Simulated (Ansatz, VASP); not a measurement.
# WC (Qusongite): VASP beside Ansatz, part 2 of 2

Wanted: the spread between two codes on one cell, functional and k mesh. The cell is taken from a series of runs on this material, whose earlier steps may have relaxed, scaled, displaced or heated it; both programs get it as it stands.

VASP 6.6.1 and Ansatz 0.2.0.

So far: The structure; VASP: zone-centre phonons, LDA.

## Step 3: Ansatz: zone-centre phonons, LDA

Level of this step: Ansatz beside VASP: Kohn-Sham DFT, plane waves, LDA (Ansatz).

Ansatz runs on its PAW soft_1 files.

The same cell, functional (in two slightly different forms), mesh and smearing now go to Ansatz, which takes its cutoff from its data sets.

Input file input.yaml:

```yaml
crystal:
  lattice:
    - [2.9022743372, 0.0, 0.0]
    - [-1.4511371686, 2.5134433048, 0.0]
    - [0.0, 0.0, 2.7284480562]
  atoms:
    - { symbol: C, position: [0.666666665, 0.333333335, 0.5] }
    - { symbol: W, position: [1.7e-09, -1.7e-09, 0.0] }
kpoints:
  mp_grid: { grid: [18, 18, 16] }
hamiltonian:
  xc: lda
  pseudopotentials: { kind: paw, azcp: { folder: soft_1 }, xc_functional: pbe }
scf:
  occupations: { method: methfessel_paxton, width: 0.2 }
output:
  eigenvalues: true
phonons:
  method: dfpt
```

Started as:

```
ansatz run input.yaml --threads 4 --pin off --max-ram 10240MiB --backend cpu --events-out ev --progress --plain --runs-dir out
```

Numbers of over 12 decimals in the logs are rounded to 6 here.

Log:

```text
zone centre: on kpoints.mp_grid the ground state, and the responses unless they are solved on pairs of k-points, stand on 819 of the mesh's 5184 k-points, reduced under 4 symmetry operations, with k and −k counted as one. Each operation leaves every solved displacement unchanged or reverses it
Engine: ansatz 0.2.0, aarch64-unknown-linux-gnu
Pseudopotentials: kind: paw
Pseudopotential: C, paw, valence charge 4, recommended cutoff 420 eV (normal), soft_1/C.paw.azcp
Pseudopotential: W, paw, valence charge 14, recommended cutoff 420 eV (normal), soft_1/W.paw.azcp
Functional definition: SPW92
  exchange = slater_x
  correlation = pw_c
Crystal: 2 atoms, lattice volume = 19.903 Å³
Basis set: ecut = 420 eV, 405 PW (Γ), exchange–correlation on 40×40×40 points (8 copies of the dense FFT grid, shifted against one another)
Bands: 13, of which v1, the nominal top of the filled ones, is band 9 counted from 1 (8 counted from 0)
Symmetry: 12 space group operations
k-points: 819 of 5184 (irreducible under 4 space group operations, time reversal used)
Non-local potential: C, projectors of the file, l = 0: 2, l = 1: 2, l = 2: 1
Non-local potential: W, projectors of the file, l = 0: 3, l = 1: 2, l = 2: 2, l = 3: 1
PAW form: soft (Blöchl's): semilocal exchange-correlation on the pseudo side does not see the compensation charge
PAW frozen core: C, regenerated for the run's functional, and the local potential with it (the file was generated under x = pbe(κ = 0.804, μ = 0.219515), c = pbe(β = 0.066725))
PAW frozen core: W, regenerated for the run's functional, and the local potential with it (the file was generated under x = pbe(κ = 0.804, μ = 0.219515), c = pbe(β = 0.066725))
PAW one-centre angular grid: C, 110 points (default); XC on 64 Gauss nodes
PAW one-centre angular grid: W, 590 points (default); XC on 64 Gauss nodes
Initial density: superposition of atomic densities (chi_scale 0.1, normalization cell, long waves kept (reshape's long-wave potential 0.00 eV rms))
Initial wavefunctions: pseudopotential atomic-orbital guess
Functional: x = slater, c = lda
SCF iter   1: F=—  HF=-10375.415421 eV  |F-HF|=—  |Δ(HF+E_count)|=         —  Δρ=1.38e-1  dr2=4.91e0  ethr=3.10e-3  ⟨swp⟩=5.0  Hψ=52610  notcnv=0
preconditioner: auto → none  [metal: Δε(μ)=0.011 eV  Ē_g=11.148 eV  σ=0.200 eV  W_gap=0.05  n_scr=8 (ndim 8)  ℏωp=26.3 eV  f_vac=0.000  D(μ)=0.28/eV (n_scr^D=0)  sad-step TF]
SCF iter   2: F=—  HF=-10374.776437 eV  |F-HF|=—  |Δ(HF+E_count)|=   6.39e-1  S|Δr|=    0.00e0  Δρ=9.60e-2  dr2=2.47e0  ethr=3.10e-3  ⟨swp⟩=2.0  Hψ=20276  notcnv=0
SCF iter   3: F=—  HF=-10374.123341 eV  |F-HF|=—  |Δ(HF+E_count)|=   6.53e-1  S|Δr|=    0.00e0  Δρ=6.68e-3  dr2=6.53e-3  ethr=3.10e-3  ⟨swp⟩=2.3  Hψ=18426  notcnv=0
SCF iter   4: F=—  HF=-10374.123811 eV  |F-HF|=—  |Δ(HF+E_count)|=   4.70e-4  S|Δr|=    0.00e0  Δρ=1.11e-3  dr2=1.07e-4  ethr=3.63e-5  ⟨swp⟩=1.8  Hψ=21484  notcnv=0
SCF iter   5: F=—  HF=-10374.123851 eV  |F-HF|=—  |Δ(HF+E_count)|=   4.04e-5  S|Δr|=    0.00e0  Δρ=1.37e-4  dr2=2.54e-6  ethr=5.93e-7  ⟨swp⟩=2.3  Hψ=15302  notcnv=0
SCF iter   6: F=—  HF=-10374.123851 eV  |F-HF|=—  |Δ(HF+E_count)|=   2.23e-7  S|Δr|=    0.00e0  Δρ=1.69e-5  dr2=2.13e-8  ethr=1.41e-8  ⟨swp⟩=2.5  Hψ=16115  notcnv=0
SCF iter   7: F=—  HF=-10374.123850 eV  |F-HF|=—  |Δ(HF+E_count)|=   8.97e-7  S|Δr|=    0.00e0  Δρ=2.64e-6  dr2=8.79e-10  ethr=1.18e-10  ⟨swp⟩=2.6  Hψ=17482  notcnv=0
SCF iter   8: F=—  HF=-10374.123850 eV  |F-HF|=—  |Δ(HF+E_count)|=  3.31e-10  S|Δr|=    0.00e0  Δρ=5.09e-7  dr2=2.35e-11  ethr=4.89e-12  ⟨swp⟩=2.7  Hψ=17448  notcnv=0
SCF iter   9: F=-10374.123850 eV  HF=-10374.123850 eV  |F-HF|=3.64e-12  |Δ(HF+E_count)|=  1.82e-12  S|Δr|=    0.00e0  Δρ=5.22e-8  dr2=1.96e-13  ethr=1.00e-12  ⟨swp⟩=5.2  Hψ=40403  notcnv=0
SCF 1 converged in 9 iterations: F = -10374.123850 eV  dr2 = 1.96e-13
  greatest PAW one-centre occupation: 0.999 electrons in one spin orbital (limit 2), on the W atom at site 1 (counted from 0), in its partial waves of l = 0
DFPT response loops at Γ: preconditioner auto → Kerker (q_TF=auto, 2.683 Å⁻¹) (partly filled bands, converged f_vac=0.000); β = 1.00, the filter's whole step (`scf.mixing.beta` (0.50) is not read by the response loops under this deck's `scf.mixing.preconditioner`; to damp them name `kerker` or `kerker_dos`, under which they read `scf.mixing.beta`, and type it under 1.00, their step now; both keys bind the ground state too); Broyden in place of MSR1
SCF converged after 9 iterations
Stability not checked: this state was not tested for a lower state beside it, because cold or Methfessel-Paxton smearing, or corrected tetrahedra, fill the levels in a way that the test cannot read (fill_not_monotonic; see scf.lower_state_search)
Free energy (F): -10374.123850 eV
Harris-Foulkes:  -10374.123850 eV  (|F-HF|=3.64e-12)
Internal energy: -10374.123359 eV  (E = F + TS)
E sigma→0 (E₀):  -10374.123727 eV
Entropy (-TS):   -0.000491 eV (-0.246 meV/atom)
Fermi energy:    21.145500 eV
--- Per-component energies (eV) ---
  E_band       = -49.490223
  E_kinetic    = 514.293084
  E_local      = -582.122955  (includes V_loc(G=0)·N_el)
  E_nonlocal   = 4.183338
  E_hartree    = 241.358607
  E_xc         = -315.170869
  E_vxc        = -292.595580  (∫ρ·V_xc dr)
  E_paw        = -8417.037790  (= ΣΔE_a)
  E_vpaw       = -175.965483  (= ΣTr[D̂ρ^β])
  E_aug_tail   = 0.000154  (compensation charges beyond the density's cutoff)
  E_ewald      = -1819.973011
  E_core_change = 0.346082  (= ΣΔE_core)
  E_smearing   = -0.000491  (= −TS)
  E_closure    = 0.000000  (closes the sum)
  Σ components = -10374.123850   (vs F -10374.123850, Δ=0.00e0)
--- Band table (eV; the first three rows and the last of 819) ---
  k-point 0: bands = [... 5 lower, 16.5762, 17.3151, 17.3151, 21.6094, 24.5973, 24.5973, 27.1023, 27.1023]
  k-point 1: bands = [... 5 lower, 16.5737, 17.3638, 17.3638, 21.5592, 24.1717, 24.1717, 27.3714, 27.3714]
  k-point 2: bands = [... 5 lower, 16.4995, 17.5057, 17.5057, 21.5201, 23.3068, 23.3068, 27.7265, 27.7265]
  k-point 818: bands = [... 5 lower, 14.3206, 15.1242, 19.2124, 19.9271, 26.4919, 26.9125, 27.3275, 31.1607]
--- Phonons (Γ-DFPT): 4 representative perturbations + reference, on 819 of 5184 k-points (Σ response iterations 12) ---
  k mesh reduced under 4 symmetry operations, with k and −k counted as one. Each operation leaves every solved displacement unchanged or reverses it
  ASR residual: 3.000e-5 → 0.000e0 eV/Å²; symmetrization residual: 1.053e-6 eV/Å²
  ASR residual per site (eV/Å²): 5.79e-6 3.00e-5
  Γ frequencies (cm⁻¹): 0.00 0.00 0.00 647.77 660.15 660.15
  non-analytic LO–TO correction: not included (Born effective charges unavailable; polar crystals: no LO–TO splitting at Γ)
```

## Step 4: Side by side

Known differences besides the potentials themselves: the two LDA forms differ slightly; the data sets hold 18 valence electrons in Ansatz (on its PAW soft_1 files) and 10 in VASP; the cutoff is 420 eV in Ansatz and 600 eV in VASP; VASP's log shows a relativistic correction to its local exchange, Ansatz's none. Total energies have different zeros and are not compared.

Compared:

| quantity | Ansatz | VASP | difference |
| --- | --- | --- | --- |
| optical mode 1 (cm⁻¹) | 647.8 | 655.7 | -1.21 % |
| optical mode 2 to 3 (cm⁻¹) | 660.1 | 669.8 | -1.44 % |

Modes are paired by rising frequency, not by their patterns, so a pair may set unlike modes beside each other; they are those without the splitting of longitudinal modes.

## Step 5: Summary of results

```json
{
  "r.m.s. difference of the optical zone-centre modes, each program's sorted by frequency (zone-centre phonons, LDA)": "9.1 cm⁻¹",
  "difference in optical mode 2 to 3 (zone-centre phonons, LDA)": "-1.4 %"
}
```

What this shows: The r.m.s. difference of the optical zone-centre modes, each program's sorted by frequency is 9.1 cm⁻¹ (zone-centre phonons, LDA). The data sets hold unlike numbers of valence electrons (18 in Ansatz and 10 in VASP), so part of the differences comes from the potentials. Among the rows given in per cent, the largest difference of the zone-centre phonons, LDA pair is in optical mode 2 to 3, -1.4 %. How closely two codes agree says nothing of how well the functional describes the real material.

[Lines on the potential files, build, host, timing and source positions are cut from VASP's logs without a mark.]

[Logs are printed without paths, hosts, clocks, repeated set-up lines and the standing remarks that a program may print on its own settings, such as how far it seeks lower states.]

[Hosts, paths, dates, database ids (printed as entryN), source tags and the programs' standing remarks are cut or masked in the printed files.]
